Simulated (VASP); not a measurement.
Input:

```
CELL_PARAMETERS angstrom
      0.00000     2.45186     2.45186
      2.45186     0.00000     2.45186
      2.45186     2.45186     0.00000
ATOMIC_POSITIONS crystal
  Gd 0.00000 0.00000 0.00000
  N  0.50000 0.50000 0.50000
```

Level of theory: r2SCAN+rVV10, VASP's PBE PAW potentials (set 64) (plane waves; VASP 6.6.1). Settings: 520 eV cut-off, 9×9×9 Γ-centred mesh, Gaussian smearing of 0.050 eV, potentials Gd_3 N.

The 4f electrons are frozen in the core of the lanthanide potential, so 4f levels, which can set the real gap, and their magnetism are missing.

Question: Give the stress tensor in GPa (positive for a compressed cell).

Answer: 
```
5.50  0.00  0.00
0.00  5.50  0.00
0.00  0.00  5.50
```
The pressure is its mean diagonal, 5.50 GPa.

The compound is GdN in the rock salt structure. This cell is one point of a volume scan, at 0.97 of the reference volume.
